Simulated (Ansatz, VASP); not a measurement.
Two plane-wave programs on HfBr

```
Hf Br
1.0
     0.00000    2.79125    2.79125
     2.79125    0.00000    2.79125
     2.79125    2.79125    0.00000
Hf Br
1 1
Direct
  0.00000 0.00000 0.00000
  0.50000 0.50000 0.50000
```

Alike in both runs: functional PBE; k mesh 6 × 6 × 6; occupations gaussian, width 0.1 eV; no spin polarisation.

Ansatz relaxed the structure, and its values are those at the end. VASP's run is a single point on that final structure, the one shown.

```csv
,VASP,Ansatz
version,VASP 6.6.1,Ansatz 0.2.0
potentials or method,"VASP PAW PBE potentials, release 64 (Hf_pv, Br)","scalar-relativistic, plane waves, PAW"
plane-wave cutoff (eV),520,420
valence electrons in the cell,17,33
```

|  | VASP | Ansatz | Ansatz less VASP |
| --- | --- | --- | --- |
| gap on the k mesh at the Fermi level (eV) | none | none | - |
| pressure (GPa) | -0.9 | -0.3 | +0.62 |

A gap of «none» marks a metal or a gap that the smearing closes. The two sets of potentials don't hold the same shells in valence.

Caveats: an odd number of electrons without spin polarisation forces a metal; a magnetic or distorted state may lie lower. Spin-orbit coupling is left out, which matters for the levels of Hf.
